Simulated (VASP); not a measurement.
Level of theory: PBEsol GGA, VASP's PBE PAW potentials (set 64) (plane waves; VASP).

Input for VASP

**INCAR**
```
ALGO  =  Normal
EDIFF  =  1E-7
ENCUT  =  400
GGA  =  PS
ISIF  =  2
ISMEAR  =  -5
LASPH  =  .TRUE.
LCHARG  =  .TRUE.
LEFG  =  .TRUE.
LMAXMIX  =  4
LORBIT  =  11
LREAL  =  .FALSE.
LWAVE  =  .FALSE.
NEDOS  =  601
NELM  =  100
PREC  =  Accurate
SYSTEM  =  GeRh
```

KPOINTS:
```
Regular mesh
0
Gamma
  12 12 9
```

### POSCAR
```
GeRh
1.0
  1.4314147748  -5.0015763095   0.0000000000
  1.4314147748   5.0015763095   0.0000000000
  0.0000000000   0.0000000000   4.0297048123
Ge Rh
2 2
Direct
  0.6490279203   0.3509720797   0.2500000000
  0.3509720797   0.6490279203   0.7500000000
  0.9041711683   0.0958288317   0.2500000000
  0.0958288317   0.9041711683   0.7500000000
```

POTCAR, in this order: Ge_d Rh_pv (PBE.64 set). Program: vasp_std.

Output

### OUTCAR
```
 ion  position               nearest neighbor table
   1  0.649  0.351  0.250-   4 2.53   4 2.53   4 2.53   4 2.53   3 2.55   3 2.84   3 2.84
   2  0.351  0.649  0.750-   3 2.53   3 2.53   3 2.53   3 2.53   4 2.55   4 2.84   4 2.84
   3  0.904  0.096  0.250-   2 2.53   2 2.53   2 2.53   2 2.53   1 2.55   4 2.78   4 2.78   1 2.84
                             1 2.84
   4  0.096  0.904  0.750-   1 2.53   1 2.53   1 2.53   1 2.53   2 2.55   3 2.78   3 2.78   2 2.84
                             2 2.84
  LATTYP: Found a base centered orthorhombic cell.
 ALAT       =     2.8628295496
 B/A-ratio  =     3.4941488642
 C/A-ratio  =     1.4075950882
 Subroutine PRICEL returns:
 Original cell was already a primitive cell.
 Subroutine GETGRP returns: Found  8 space group operations
The static configuration has the point symmetry C_2h.
 The point group associated with its full space group is D_2h.
The dynamic configuration has the point symmetry C_2h.
 Subroutine INISYM returns: Found  8 space group operations
 Subroutine IBZKPT returns following result:
 Found    215 irreducible k-points:

 Following reciprocal coordinates:
            Coordinates               Weight
  0.000000  0.000000  0.000000      1.000000
  0.083333 -0.000000  0.000000      4.000000
...
```

File OSZICAR:
```
       N       E                     dE             d eps       ncg     rms          rms(c)
DAV:   1     0.548818923094E+03    0.54882E+03   -0.27789E+04 19940   0.387E+03
DAV:   2     0.400795335659E+02   -0.50874E+03   -0.50055E+03 14796   0.749E+02
DAV:   3    -0.256873178221E+02   -0.65767E+02   -0.64123E+02 15910   0.193E+02
DAV:   4    -0.285639698407E+02   -0.28767E+01   -0.28470E+01 16906   0.427E+01
DAV:   5    -0.286292042471E+02   -0.65234E-01   -0.65096E-01 16596   0.698E+00    0.149E+01
DAV:   6    -0.279951372583E+02    0.63407E+00   -0.61535E+00 15142   0.159E+01    0.521E+00
DAV:   7    -0.277792415348E+02    0.21590E+00   -0.13857E+00 16130   0.956E+00    0.418E+00
DAV:   8    -0.277267882422E+02    0.52453E-01   -0.20872E-01 16336   0.332E+00    0.525E-01
DAV:   9    -0.277252316783E+02    0.15566E-02   -0.12295E-02 17930   0.122E+00    0.257E-01
DAV:  10    -0.277250098054E+02    0.22187E-03   -0.21183E-03 18466   0.555E-01    0.733E-02
DAV:  11    -0.277250022639E+02    0.75415E-05   -0.24470E-04 15804   0.111E-01    0.197E-02
DAV:  12    -0.277250023350E+02   -0.71104E-07   -0.15149E-05 17612   0.341E-02    0.374E-03
DAV:  13    -0.277250008477E+02    0.14873E-05   -0.13405E-06 17948   0.127E-02    0.150E-03
DAV:  14    -0.277250008500E+02   -0.23265E-08   -0.75630E-08  8300   0.349E-03
   1 F= -.27725001E+02 E0= -.27725001E+02  d E =0.000000E+00
```

File OUTCAR:
```
------------------------ aborting loop because EDIFF is reached ----------------------------------------
  FORCE on cell =-STRESS in cart. coord.  units (eV):
  Direction    XX          YY          ZZ          XY          YZ          ZX
  --------------------------------------------------------------------------------------
  Total       -0.1243236      0.0081938     -0.0047948      0.0000000      0.0000000      0.0000000
  in kB       -3.4521418      0.2275215     -0.1331402      0.0000000      0.0000000      0.0000000
  external PRESSURE =      -1.1192535 kB  Pullay stress =       0.0000000 kB
  volume of cell :       57.70
      direct lattice vectors                 reciprocal lattice vectors
     1.431414775 -5.001576309  0.000000000     0.349304764 -0.099968484  0.000000000
     1.431414775  5.001576309  0.000000000     0.349304764  0.099968484  0.000000000
     0.000000000  0.000000000  4.029704812     0.000000000  0.000000000  0.248157135
 POSITION                                       TOTAL-FORCE (eV/Angst)
 -----------------------------------------------------------------------------------
      1.43141     -1.49075      1.00743         0.000000      0.003865     -0.000000
      1.43141      1.49075      3.02228         0.000000     -0.003865      0.000000
      1.43141     -4.04299      1.00743         0.000000      0.067126      0.000000
      1.43141      4.04299      3.02228         0.000000     -0.067126     -0.000000
 -----------------------------------------------------------------------------------
    total drift:                               -0.000000      0.000000     -0.000000
  FREE ENERGIE OF THE ION-ELECTRON SYSTEM (eV)
  ---------------------------------------------------
  free  energy   TOTEN  =       -27.7250008500 eV

  energy  without entropy=      -27.7250008500  energy(sigma->0) =      -27.72500085

 total charge

# of ion       s       p       d       tot
------------------------------------------
    1        1.122   1.148  10.106  12.376
    2        1.122   1.148  10.106  12.376
    3        0.363   6.275   7.310  13.948
    4        0.363   6.275   7.310  13.948
--------------------------------------------------
tot          2.971  14.844  34.833  52.648

 Electric field gradients after diagonalization (V/A^2)
 (convention: |V_zz| > |V_xx| > |V_yy|)
----------------------------------------------------------------------
 ion       V_xx      V_yy      V_zz     asymmetry (V_yy - V_xx)/ V_zz
----------------------------------------------------------------------
   1      55.297    32.892   -88.189       0.254
   2      55.297    32.892   -88.189       0.254
   3      19.939     8.930   -28.869       0.381
   4      19.939     8.930   -28.869       0.381
```
(Selected blocks of OUTCAR.)

For a metal the tetrahedron method with Blöchl corrections gives inexact stress and forces.

The structure was generated: GeRh was put into the CrB type (Cmcm), which need not be its known phase. It was relaxed first, which changed the volume by -49 %.
